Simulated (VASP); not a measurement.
Calculation: PBEsol GGA, VASP's PBE PAW potentials (set 64) (plane waves; VASP 6.6.1).

A VASP calculation is set up with these files.

### INCAR
```
ALGO=Normal
EDIFF=1E-6
EDIFFG=-0.02
ENCUT=400
GGA=PS
IBRION=2
ISIF=3
ISMEAR=1
LASPH=T
LCHARG=F
LMAXMIX=6
LREAL=F
LWAVE=F
NELM=100
NSW=60
PREC=Accurate
SIGMA=0.1
SYSTEM=WTe
```

File KPOINTS:
```
Automatic mesh
0
Gamma
10 10 3
0 0 0
```

### POSCAR
```
WTe
1
    3.2238166132    -0.0000000000     0.0000000000
   -1.6119083065     2.7919070214    -0.0000000000
    0.0000000000    -0.0000000000     9.1639619751
W Te
2 2
Direct
  0.3333330000   0.6666670000   0.0398370493
  0.6666670000   0.3333330000   0.5398370493
  0.3333330000   0.6666670000   0.3351629507
  0.6666670000   0.3333330000   0.8351629507
```

POTCAR, in this order: W_sv Te (PBE.64 set). Program: vasp_std.

The resulting files:

File OSZICAR:
```
       N       E                     dE             d eps       ncg     rms          rms(c)
DAV:   1     0.355656822420E+03    0.35566E+03   -0.19996E+04  1528   0.139E+03
DAV:   2    -0.163375849496E+02   -0.37199E+03   -0.36770E+03  1544   0.417E+02
DAV:   3    -0.329424969465E+02   -0.16605E+02   -0.16187E+02  1728   0.818E+01
DAV:   4    -0.332361077050E+02   -0.29361E+00   -0.29321E+00  1512   0.120E+01
DAV:   5    -0.332442090826E+02   -0.81014E-02   -0.80983E-02  1840   0.190E+00    0.254E+01
DAV:   6    -0.321880775312E+02    0.10561E+01   -0.34585E+00  1744   0.127E+01    0.984E+00
DAV:   7    -0.319438320496E+02    0.24425E+00   -0.75179E-01  1704   0.433E+00    0.286E+00
DAV:   8    -0.319234468397E+02    0.20385E-01   -0.12601E-01  1688   0.203E+00    0.114E+00
DAV:   9    -0.319223247802E+02    0.11221E-02   -0.34298E-03  1696   0.412E-01    0.809E-01
DAV:  10    -0.319215925531E+02    0.73223E-03   -0.31318E-03  1656   0.485E-01    0.116E-01
DAV:  11    -0.319215605222E+02    0.32031E-04   -0.25105E-04  1720   0.109E-01    0.431E-02
DAV:  12    -0.319215563868E+02    0.41355E-05   -0.18954E-05  1640   0.287E-02    0.112E-02
DAV:  13    -0.319215559966E+02    0.39020E-06   -0.81592E-07  1064   0.594E-03
   1 F= -.31921556E+02 E0= -.31921140E+02  d E =-.319216E+02
       N       E                     dE             d eps       ncg     rms          rms(c)
DAV:   1    -0.319354960928E+02   -0.13940E-01   -0.40710E-01  1352   0.533E+00    0.705E-01
DAV:   2    -0.319244858766E+02    0.11010E-01   -0.27503E-02  1664   0.107E+00    0.292E-01
DAV:   3    -0.319220322148E+02    0.24537E-02   -0.64302E-03  1712   0.441E-01    0.141E-01
DAV:   4    -0.319218756648E+02    0.15655E-03   -0.68618E-04  1720   0.159E-01    0.372E-02
DAV:   5    -0.319218720193E+02    0.36456E-05   -0.42753E-05  1688   0.417E-02    0.161E-02
DAV:   6    -0.319218705877E+02    0.14315E-05   -0.95024E-06  1392   0.198E-02    0.503E-03
DAV:   7    -0.319218706757E+02   -0.87966E-07   -0.65253E-07   936   0.609E-03
   2 F= -.31921871E+02 E0= -.31921349E+02  d E =-.314679E-03
       N       E                     dE             d eps       ncg     rms          rms(c)
DAV:   1    -0.319248274429E+02   -0.29569E-02   -0.75480E-02  1352   0.229E+00    0.307E-01
DAV:   2    -0.319227781904E+02    0.20493E-02   -0.50363E-03  1648   0.467E-01    0.126E-01
DAV:   3    -0.319223243208E+02    0.45387E-03   -0.11834E-03  1736   0.200E-01    0.618E-02
DAV:   4    -0.319222943871E+02    0.29934E-04   -0.13339E-04  1744   0.718E-02    0.158E-02
DAV:   5    -0.319222941575E+02    0.22963E-06   -0.77364E-06  1472   0.181E-02
   3 F= -.31922294E+02 E0= -.31921804E+02  d E =-.738161E-03
       N       E                     dE             d eps       ncg     rms          rms(c)
DAV:   1    -0.319270086748E+02   -0.47143E-02   -0.11790E-01  1456   0.340E+00    0.692E-01
DAV:   2    -0.319228179121E+02    0.41908E-02   -0.19838E-02  1560   0.103E+00    0.131E-01
DAV:   3    -0.319222970552E+02    0.52086E-03   -0.15327E-03  1672   0.223E-01    0.834E-02
DAV:   4    -0.319222182329E+02    0.78822E-04   -0.21911E-04  1560   0.999E-02    0.674E-02
DAV:   5    -0.319222059507E+02    0.12282E-04   -0.20991E-05  1648   0.352E-02    0.442E-02
DAV:   6    -0.319222004764E+02    0.54744E-05   -0.17520E-05  1688   0.265E-02    0.535E-03
DAV:   7    -0.319222004860E+02   -0.96716E-08   -0.68300E-07   848   0.538E-03
   4 F= -.31922200E+02 E0= -.31921699E+02  d E =0.936714E-04
       N       E                     dE             d eps       ncg     rms          rms(c)
DAV:   1    -0.319241555102E+02   -0.19550E-02   -0.44134E-02  1464   0.208E+00    0.426E-01
DAV:   2    -0.319225813926E+02    0.15741E-02   -0.73743E-03  1560   0.629E-01    0.802E-02
DAV:   3    -0.319223908288E+02    0.19056E-03   -0.56986E-04  1672   0.136E-01    0.514E-02
DAV:   4    -0.319223655201E+02    0.25309E-04   -0.81796E-05  1568   0.611E-02    0.416E-02
DAV:   5    -0.319223639319E+02    0.15882E-05   -0.78751E-06  1624   0.216E-02    0.270E-02
DAV:   6    -0.319223650034E+02   -0.10716E-05   -0.63463E-06  1416   0.161E-02    0.328E-03
DAV:   7    -0.319223650194E+02   -0.15994E-07   -0.35749E-07   720   0.515E-03
   5 F= -.31922365E+02 E0= -.31921870E+02  d E =-.708620E-04
```

File OUTCAR:
```
------------------------ aborting loop because EDIFF is reached ----------------------------------------
  FORCE on cell =-STRESS in cart. coord.  units (eV):
  Direction    XX          YY          ZZ          XY          YZ          ZX
  --------------------------------------------------------------------------------------
  Total       -0.0100844     -0.0100844      0.0042102     -0.0000000      0.0000000      0.0000000
  in kB       -0.1955306     -0.1955306      0.0816338     -0.0000000      0.0000000      0.0000000
  external PRESSURE =      -0.1031425 kB  Pullay stress =       0.0000000 kB
  volume of cell :       82.63
      direct lattice vectors                 reciprocal lattice vectors
     3.230253237  0.000000000 -0.000000000     0.309573252  0.178732205 -0.000000000
    -1.615126618  2.797481301 -0.000000000    -0.000000000  0.357464409 -0.000000000
    -0.000000000  0.000000000  9.144128725     0.000000000  0.000000000  0.109359790
 POSITION                                       TOTAL-FORCE (eV/Angst)
 -----------------------------------------------------------------------------------
     -0.00000      1.86499      0.36377        -0.000000      0.000000     -0.017181
      1.61513      0.93249      4.93583         0.000000     -0.000000     -0.017181
     -0.00000      1.86499      3.06528        -0.000000      0.000000      0.017181
      1.61513      0.93249      7.63735        -0.000000      0.000000      0.017181
 -----------------------------------------------------------------------------------
    total drift:                               -0.002160      0.001247     -0.001070
  FREE ENERGIE OF THE ION-ELECTRON SYSTEM (eV)
  ---------------------------------------------------
  free  energy   TOTEN  =       -31.9223650194 eV

  energy  without entropy=      -31.9208788920  energy(sigma->0) =      -31.92186964

 reached required accuracy - stopping structural energy minimisation
```
(Selected blocks of OUTCAR.)

CONTCAR:
```
WTe
   1.00000000000000
     3.2302532367985242    0.0000000000002308   -0.0000000000000000
    -1.6151266182988628    2.7974813005745465   -0.0000000000000000
    -0.0000000000000000    0.0000000000000000    9.1441287250846681
  W               Te
     2     2
Direct
     0.3333330000000032    0.6666669999999968    0.0397814541979599
     0.6666669999999968    0.3333330000000032    0.5397814541979599
     0.3333330000000032    0.6666669999999968    0.3352185458020401
     0.6666669999999968    0.3333330000000032    0.8352185458020401
```

File OUTCAR:
```
 val. band max:       10.1515174112   @ k =   0.0000   0.0000   0.0000

 cond. band min:      10.1566590466   @ k =   0.3000   0.3000   0.0000


 Fermi energy:        10.1538493740

 k-point     1 :       0.0000    0.0000    0.0000
  band No.  band energies     occupation
      1     -63.9826      2.00000
      2     -63.9826      2.00000
      3     -28.3216      2.00000
      4     -28.3134      2.00000
      5     -28.0185      2.00000
      6     -28.0185      2.00000
      7     -28.0177      2.00000
      8     -28.0177      2.00000
      9      -4.8289      2.00000
     10      -4.1725      2.00000
     11       2.0024      2.00000
     12       4.1899      2.00000
     13       7.1084      2.00000
     14       7.4537      2.00000
     15       8.6753      2.00000
     16       8.6753      2.00000
     17       8.9048      2.00000
     18       8.9048      2.00000
     19      10.1515      1.03959
     20      10.1515      1.03946
     21      10.6142     -0.00000
     22      10.6142     -0.00000
     23      12.3436      0.00000
     24      13.4981      0.00000

 k-point     2 :       0.1000    0.0000    0.0000
  band No.  band energies     occupation
      1     -63.9814      2.00000
      2     -63.9814      2.00000
      3     -28.3172      2.00000
      4     -28.3094      2.00000
      5     -28.0434      2.00000
      6     -28.0426      2.00000
      7     -28.0245      2.00000
      8     -28.0237      2.00000
      9      -4.6479      2.00000
     10      -4.0113      2.00000
     11       2.2294      2.00000
     12       4.3450      2.00000
     13       7.0498      2.00000
     14       7.4943      2.00000
     15       8.3828      2.00000
     16       8.4979      2.00000
     17       8.6816      2.00000
     18       9.0018      2.00000
     19       9.8688      2.00042
     20      10.1223      1.50511
     21      10.3038     -0.05537
     22      10.5527     -0.00000
     23      12.3548      0.00000
     24      12.6646      0.00000
...
```

Unless said otherwise, spin-orbit coupling is left out, though it shifts the bands of the heavy elements here.

The structure was generated: WTe was put into the wurtzite type (P6_3mc), which need not be its known phase. This run relaxes it. Symmetry was kept, so distortions that lower it aren't found. The start is the result of an earlier pass.
